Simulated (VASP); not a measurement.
The system is SnTe.

```xyz
2
Lattice="0.0000 3.1509 3.1509 3.1509 0.0000 3.1509 3.1509 3.1509 0.0000" Properties=species:S:1:pos:R:3 pbc="T T T"
Sn    0.0000    0.0000    0.0000
Te    3.1509    3.1509    3.1509
```

```yaml
Program: VASP 6.6.1
Task: relaxation of cell and atoms
Functional: LDA
Potentials_or_basis: VASP PAW LDA potentials, release 64 (Sn_d, Te)
Cutoff: 350 eV
k_mesh: 4 × 4 × 4
Occupations: gaussian, width 0.02 eV
Spin: no spin polarisation
```

At the start: pressure -2.3 GPa; volume 31.28 Å³/atom.

Problem. Where does the relaxation end?

Solution. Over 14 steps the energy falls by 11.0 meV/atom and the volume is 29.86 Å³/atom (-4.6 %); space group Fm-3m (No. 225, to 0.05 Å).

The path:
| step | energy change (eV) | largest force (eV/Å) | pressure (GPa) | volume (Å³) |
| --- | --- | --- | --- | --- |
| 1 | 0.0000 | 0.0000 | -2.35 | 62.56 |
| 2 | -0.0177 | 0.0000 | 1.18 | 58.51 |
| 3 | -0.0219 | 0.0000 | 0.01 | 59.69 |
| 4 | -0.0219 | 0.0000 | -0.05 | 59.75 |
| 5 | -0.0219 | 0.0000 | -0.05 | 59.75 |
| 6 | -0.0219 | 0.0000 | -0.04 | 59.74 |
| 7 | -0.0219 | 0.0000 | -0.05 | 59.74 |
| 8 | -0.0219 | 0.0000 | -0.05 | 59.74 |
| 9 | -0.0219 | 0.0000 | -0.05 | 59.74 |
| 10 | -0.0219 | 0.0000 | -0.05 | 59.74 |
| 11 | -0.0219 | 0.0000 | -0.04 | 59.74 |
| 12 | -0.0219 | 0.0000 | -0.04 | 59.74 |
| 13 | -0.0219 | 0.0000 | -0.03 | 59.73 |
| 14 | -0.0219 | 0.0000 | -0.01 | 59.71 |

Final structure:
```cif
data_structure
_symmetry_space_group_name_H-M 'P 1'
_symmetry_Int_Tables_number 1
_cell_length_a 4.3873
_cell_length_b 4.3873
_cell_length_c 4.3873
_cell_angle_alpha 60.000
_cell_angle_beta 60.000
_cell_angle_gamma 60.000
_cell_volume 59.71
loop_
_atom_site_label
_atom_site_type_symbol
_atom_site_fract_x
_atom_site_fract_y
_atom_site_fract_z
_atom_site_occupancy
Sn1 Sn 0.00000 0.00000 0.00000 1
Te1 Te 0.50000 0.50000 0.50000 1
```

Caveat: the k mesh is coarse (spacing up to 0.43 Å⁻¹), so the values aren't converged.
